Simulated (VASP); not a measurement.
# Settings for GeH₂ClF: molecular dynamics at constant energy

GeH₂ClF, molecule in box, 5 atoms in the cell. PBE, molecular dynamics; PAW potentials F, Ge_d, Cl, H (PBE set). VASP 6.6.1.

Wanted: spread of the conserved energy within 1 meV/atom.

Ensemble: NVE; Starting temperature (K): 600; Hydrogen mass (amu): natural.

POSCAR:
```
GeH2ClF
1.0
   12.0000000000      0.0000000000      0.0000000000
    0.0000000000     12.0000000000      0.0000000000
    0.0000000000      0.0000000000     12.0000000000
F Ge Cl H
1 1 1 2
Direct
    0.4774000000      0.4648583300      0.6051666700
    0.5092250000      0.4997583300      0.4689916700
    0.3817083300      0.6109333300      0.4145416700
    0.5032000000      0.3925666700      0.4005000000
    0.6204583300      0.5617083300      0.4712583300
```

## Time step (fs)

| Time step (fs) | Spread of the conserved energy (meV/atom) | Time (s) |
|---|---|---|
| 3 | 2.7 | 62 |
| 2 | 1.0 | 64 |
| 1.5 | 0.5 | 80 |
| 1 | 0.2 | 87 |
| 0.75 | 0.1 | 131 |
| 0.5 | 0.0 | 163 |
| 0.25 (reference) | 0.0 | 301 |

Chosen: 2, the loosest value from which every tighter one stays within the tolerance.

## All choices together

| Input | Spread of the conserved energy (meV/atom) | Time (s) |
|---|---|---|
| chosen settings | 1.0 | 64 |
| reference settings throughout | 0.0 | 301 |

The tolerance is met.

## The input

INCAR:
```
SYSTEM = GeH2ClF
GGA      = PE             ! functional
PREC     = Normal         ! precision mode
ENCUT    = 400            ! plane-wave cutoff, eV
EDIFF    = 1E-6           ! SCF threshold, eV
NELMIN   = 4            
NELM     = 60             ! most SCF steps
ALGO     = Normal         ! electronic algorithm
LREAL    = Auto         
LASPH    = .True.         ! aspherical terms in the spheres
ISMEAR   = 0              ! smearing method
SIGMA    = 0.05           ! smearing width, eV
ISYM     = 0            
LWAVE    = .False.        ! write WAVECAR
LCHARG   = .False.        ! write CHGCAR
IBRION   = 0              ! ionic algorithm
NSW      = 20             ! ionic steps
POTIM    = 2.0            ! step
TEBEG    = 600          
MDALGO   = 1            
ANDERSEN_PROB= 0.0          
ISIF     = 0              ! what is computed and relaxed
RANDOM_SEED= 23230 0 0    
NCORE    = 4             
```

KPOINTS:
```
k-points
0
Gamma
  1 1 1
```

Commands:
```
cat potpaw_PBE.64/F/POTCAR potpaw_PBE.64/Ge_d/POTCAR potpaw_PBE.64/Cl/POTCAR potpaw_PBE.64/H/POTCAR > POTCAR
mpirun -np 4 vasp_gam > vasp.out
```

Limits: 40 fs of 5 atoms are too short for converged averages; so short a run can't show a slow drift of the energy.

The chosen input took VASP 6.6.1 64 s on 4 cores (Intel Xeon 6975P-C (Granite Rapids)), a shared host.

## An input that fails: time step far too long

It gives no converged result.

Changes against the starting input:
```
- NSW = 80
- POTIM = 0.5
+ NSW = 20
+ POTIM = 5
```
